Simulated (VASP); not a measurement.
The system is GeH4, in a box.

```xyz
5
Lattice="12.8009 0.0000 0.0000 0.0000 13.3009 0.0000 0.0000 0.0000 13.8009" Properties=species:S:1:pos:R:3 pbc="T T T"
Ge    6.4004    6.7004    6.9004
H     5.1314    6.2049    6.1969
H     6.1070    6.9194    8.3894
H     7.5114    5.6549    6.7469
H     6.8520    8.0226    6.2686
```

Base run:

- Program: VASP 6.6.1
- Functional: RPBE
- Dispersion: D3(BJ)
- Potentials or basis: VASP PAW PBE potentials, release 64 (Ge_d, H)
- Cutoff: 400 eV
- k mesh: 1 × 1 × 1
- Occupations: gaussian, width 0.01 eV
- Spin: no spin polarisation

Its results: gap between the frontier levels 7.44 eV; largest force 0.042 eV/Å.

Q: The run is repeated on the same cell with these changes: functional from RPBE to PBE; cutoff from 400 eV to 520 eV. What comes out?

A: Gap between the frontier levels 7.50 eV; largest force 0.008 eV/Å.

Caveats: the PAW data sets were made with another functional, which shifts forces and pressure a little (some runs).

A k mesh can miss the band edges.

Not every run made on this cell is shown here.
